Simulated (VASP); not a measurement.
The cell holds one Rb (bcc) (100) slab, with vacuum along c, ions free to move until forces fall under 0.03 eV/Å, no reconstruction beyond this cell, dipole correction on.

Given:

```xyz
4
Lattice="5.7532 0.0000 0.0000 0.0000 5.7532 0.0000 0.0000 0.0000 26.7802" Properties=species:S:1:pos:R:3 pbc="T T T"
Rb     2.8766     0.0000     9.0737
Rb     0.0000     2.8766    11.9513
Rb     2.8766     0.0000    14.8290
Rb     0.0000     2.8766    17.7065
```

These are r2SCAN meta-GGA, VASP's PBE PAW potentials (set 64) (plane waves; VASP) values and carry that method's errors. Settings: 400 eV cut-off, 5×5×1 Γ-centred mesh, first-order Methfessel-Paxton smearing of 0.10 eV, potentials Rb_sv.

Slab and bulk use different k-meshes, so the surface energy is good to a few per cent at best.

Q: Predict its surface energy, work function, band gap (on the k-mesh).

A: 
```
Quantity                                                     Value
------------------------  ----------------------------------------
surface energy                                          0.10 J/m^2
work function                                              2.16 eV
band gap (on the k-mesh)  none (metal, semimetal or under 0.01 eV)
```

The cell is a thin slab with vacuum, built from Rb (bcc): (100) face.
